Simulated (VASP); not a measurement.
Computed with PBEsol GGA, VASP's PBE PAW potentials (set 64) (plane waves; VASP 6.6.1).

The input files of a VASP run:

**INCAR**
```
SYSTEM = GdN
PREC = Accurate
ENCUT = 520
EDIFF = 1E-7
NELM = 100
ALGO = Normal
LREAL = .FALSE.
LASPH = .TRUE.
ISMEAR = -5
GGA = PS
LMAXMIX = 6
LWAVE = .FALSE.
LCHARG = .TRUE.
LORBIT = 11
NEDOS = 601
ISIF = 2
```

**POSCAR**
```
GdN
3.4827940
  0.0000000000   0.7071067116   0.7071067116
  0.7071067116   0.0000000000   0.7071067116
  0.7071067116   0.7071067116   0.0000000000
Gd N
1 1
direct
  0.0000000000   0.0000000000   0.0000000000
  0.5000000000   0.5000000000   0.5000000000
```

### KPOINTS
```
Automatic mesh
0
Gamma
14 14 14
0 0 0
```

POTCAR, in this order: Gd_3 N (PBE.64 set). Program: vasp_std.

The run wrote:

**OSZICAR**
```
       N       E                     dE             d eps       ncg     rms          rms(c)
DAV:   1     0.446070404343E+02    0.44607E+02   -0.67964E+03  2288   0.118E+03
DAV:   2    -0.162060175762E+02   -0.60813E+02   -0.57372E+02  3046   0.240E+02
DAV:   3    -0.191349772631E+02   -0.29290E+01   -0.28951E+01  3048   0.429E+01
DAV:   4    -0.191748673800E+02   -0.39890E-01   -0.39809E-01  2895   0.451E+00
DAV:   5    -0.191754938164E+02   -0.62644E-03   -0.62621E-03  3067   0.480E-01    0.293E+01
DAV:   6    -0.173120576418E+02    0.18634E+01   -0.16661E+01  2678   0.249E+01    0.259E+01
DAV:   7    -0.171336379865E+02    0.17842E+00   -0.13496E+00  2646   0.761E+00    0.174E+01
DAV:   8    -0.171264946068E+02    0.71434E-02   -0.11452E-01  2543   0.346E+00    0.494E+00
DAV:   9    -0.171226143127E+02    0.38803E-02   -0.12030E-02  2796   0.873E-01    0.406E-01
DAV:  10    -0.171226967160E+02   -0.82403E-04   -0.37720E-04  3081   0.194E-01    0.250E-01
DAV:  11    -0.171226724856E+02    0.24230E-04   -0.61216E-05  2792   0.655E-02    0.108E-02
DAV:  12    -0.171226723537E+02    0.13193E-06   -0.17427E-06  3068   0.152E-02    0.105E-02
DAV:  13    -0.171226723680E+02   -0.14321E-07   -0.13483E-07  2091   0.369E-03
   1 F= -.17122672E+02 E0= -.17122672E+02  d E =0.000000E+00
```

**OUTCAR**
```
------------------------ aborting loop because EDIFF is reached ----------------------------------------
  FORCE on cell =-STRESS in cart. coord.  units (eV):
  Direction    XX          YY          ZZ          XY          YZ          ZX
  --------------------------------------------------------------------------------------
  Total       -0.0117497     -0.0117497     -0.0117497      0.0000000      0.0000000     -0.0000000
  in kB       -0.6301874     -0.6301874     -0.6301874      0.0000000      0.0000000     -0.0000000
  external PRESSURE =      -0.6301874 kB  Pullay stress =       0.0000000 kB
  volume of cell :       29.87
      direct lattice vectors                 reciprocal lattice vectors
     0.000000000  2.462707013  2.462707013    -0.203028617  0.203028617  0.203028617
     2.462707013  0.000000000  2.462707013     0.203028617 -0.203028617  0.203028617
     2.462707013  2.462707013  0.000000000     0.203028617  0.203028617 -0.203028617
 POSITION                                       TOTAL-FORCE (eV/Angst)
 -----------------------------------------------------------------------------------
      0.00000      0.00000      0.00000         0.000000     -0.000000      0.000000
      2.46271      2.46271      2.46271        -0.000000      0.000000     -0.000000
 -----------------------------------------------------------------------------------
    total drift:                                0.000000      0.000000      0.000000
  FREE ENERGIE OF THE ION-ELECTRON SYSTEM (eV)
  ---------------------------------------------------
  free  energy   TOTEN  =       -17.1226723680 eV

  energy  without entropy=      -17.1226723680  energy(sigma->0) =      -17.12267237

 total charge

# of ion       s       p       d       tot
------------------------------------------
    1        0.269   6.650   1.332   8.251
    2        1.244   2.389   0.000   3.633
--------------------------------------------------
tot          1.513   9.039   1.332  11.885
```
(Selected blocks of OUTCAR.)

The 4f electrons are frozen in the core of the lanthanide potential, so 4f levels, which can set the real gap, and their magnetism are missing. For a metal the tetrahedron method with Blöchl corrections gives inexact stress and forces.

The compound is GdN in the rock salt structure. It was relaxed first.
